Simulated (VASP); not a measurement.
Input of a VASP 6.6.1 run:

The input INCAR:

```
ALGO = Normal ; AMIX = 0.2
AMIX_MAG = 0.8 ; BMIX = 1E-4
BMIX_MAG = 1E-4 ; EDIFF = 1E-6
ENCUT = 520 ; GGA = PS
ICORELEVEL = 1 ; ISIF = 2
ISMEAR = 1 ; ISPIN = 2
LASPH = True ; LCHARG = False
LMAXMIX = 4 ; LORBIT = 11
LREAL = False ; LWAVE = False
MAGMOM = 2.3 ; NELM = 150
PREC = Accurate ; SIGMA = 0.1
```

KPOINTS

```
k-points
0
Gamma
  14 14 38
```

POSCAR

```
Fe
1.0
    2.7874080000      0.0000000000      0.0000000000
    0.0000000000      2.7874080000      0.0000000000
    1.3937040000     -1.3937040000      1.3937040000
Fe
1
Direct
    0.0000000000      0.0000000000      0.0000000000
```

Potentials or basis: VASP PAW PBE potentials, release 64 (Fe).

Run with:

```console
$ cat potpaw_PBE.64/Fe/POTCAR > POTCAR
$ mpirun -np 1 vasp_std > vasp.out
```

Task: Estimate the band gap on the k mesh.

Result: None (metal or under the smearing width).

Task: Predict the net moment.

Result: 2.12 μB per cell.

Core levels (eV, on the scale of the bands):
```
atom                                                levels
1 Fe  1s -6985.8, 2s -807.0, 2p -685.8, 3s -80.7, 3p -46.7
```
